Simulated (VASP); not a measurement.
Here is the system:

```
CELL_PARAMETERS angstrom
      5.02650     0.00000     0.00000
      0.00000     5.02650     0.00000
      0.00000     0.00000     3.44474
ATOMIC_POSITIONS crystal
  Pb 0.00000 0.00000 0.00000
  Pb 0.50000 0.50000 0.50000
  O  0.30742 0.30742 0.00000
  O  0.80742 0.19258 0.50000
  O  0.19258 0.80742 0.50000
  O  0.69258 0.69258 0.00000
```

Level of theory: PBE GGA with D3 dispersion (Becke-Johnson damping), VASP's PBE PAW potentials (set 64) (plane waves; VASP). Numerical set-up: 520 eV cut-off, 5×5×7 Γ-centred mesh, tetrahedra with Blöchl corrections, potentials Pb_d O.

The cores are frozen, which limits the accuracy of field gradients.

Question: Give the principal components of the electric field gradient (V/Å²) and the asymmetry η at each nucleus.

Answer: 
```
atom     Vxx    Vyy     Vzz     η
----  ------  -----  ------  ----
Pb1   -108.8  -18.2   127.0  0.71
Pb2   -108.8  -18.2   127.0  0.71
O3      79.2   54.0  -133.2  0.19
O4      79.2   54.0  -133.2  0.19
O5      79.2   54.0  -133.2  0.19
O6      79.2   54.0  -133.2  0.19
```

The compound is PbO2 in the rutile structure. It was relaxed first.
